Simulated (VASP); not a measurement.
VASP ran on this input.

**POSCAR**
```
MoSe2
1.0
  1.6410270903  -2.8423427294   0.0000000000
  1.6410270903   2.8423427294   0.0000000000
  0.0000000000   0.0000000000  16.5603543484
Mo Se
2 4
Cartesian
  1.6410270903   0.9474494714   4.1400885871
  1.6410270903  -0.9474494714  12.4202657613
  1.6410270903   0.9474494714  14.0586333714
  1.6410270903  -0.9474494714   5.7784561972
  1.6410270903  -0.9474494714   2.5017209770
  1.6410270903   0.9474494714  10.7818981512
```

INCAR:
```
SYSTEM = MoSe2
PREC = Accurate
ENCUT = 520
EDIFF = 1E-7
NELM = 100
ALGO = Normal
LREAL = .FALSE.
LASPH = .TRUE.
ISMEAR = 0
SIGMA = 0.05
GGA = RP
LMAXMIX = 4
LWAVE = .FALSE.
LCHARG = .FALSE.
ISIF = 4
IBRION = 2
NSW = 30
EDIFFG = -0.01
```

KPOINTS:
```
Automatic mesh
0
Gamma
8 8 2
0 0 0
```

POTCAR, in this order: Mo_sv Se (PBE.64 set). Program: vasp_std.

**Question.** Write an equivalent input for Quantum ESPRESSO's pw.x.

**Answer.** One equivalent input (not run):
```
&CONTROL
  calculation = 'vc-relax'
  pseudo_dir = './pseudo'
  outdir = './out'
  tprnfor = .true.
  tstress = .true.
  nstep = 30
  forc_conv_thr = 0.00039
/
&SYSTEM
  ibrav = 0
  nat = 6
  ntyp = 2
  ecutwfc = 86
  occupations = 'smearing'
  smearing = 'gaussian'
  degauss = 0.003675
  input_dft = 'rpbe'
/
&ELECTRONS
  conv_thr = 7.3e-09
  electron_maxstep = 100
/
&IONS
/
&CELL
  cell_dofree = 'shape'
/
ATOMIC_SPECIES
  Mo 95.950 Mo.upf
  Se 78.971 Se.upf
CELL_PARAMETERS angstrom
     1.6410271   -2.8423427    0.0000000
     1.6410271    2.8423427    0.0000000
     0.0000000    0.0000000   16.5603543
ATOMIC_POSITIONS crystal
  Mo   0.3333330  0.6666670  0.2500000
  Mo   0.6666670  0.3333330  0.7500000
  Se   0.3333330  0.6666670  0.8489331
  Se   0.6666670  0.3333330  0.3489331
  Se   0.6666670  0.3333330  0.1510669
  Se   0.3333330  0.6666670  0.6510669
K_POINTS automatic
  8 8 2 0 0 0
```
What does not carry over: the potentials are each code's own (VASP's PAW set, PseudoDojo norm-conserving files in pw.x), so ENCUT and ecutwfc are chosen apart and not converted; conv_thr bounds pw.x's estimated SCF error, while EDIFF bounds the energy change between steps; forc_conv_thr acts on force components and is met together with etot_conv_thr.

The compound is MoSe2 in the 2H layered structure. This cell is one point of a volume scan, at 0.94 of the reference volume. Symmetry was kept, so distortions that lower it aren't found.
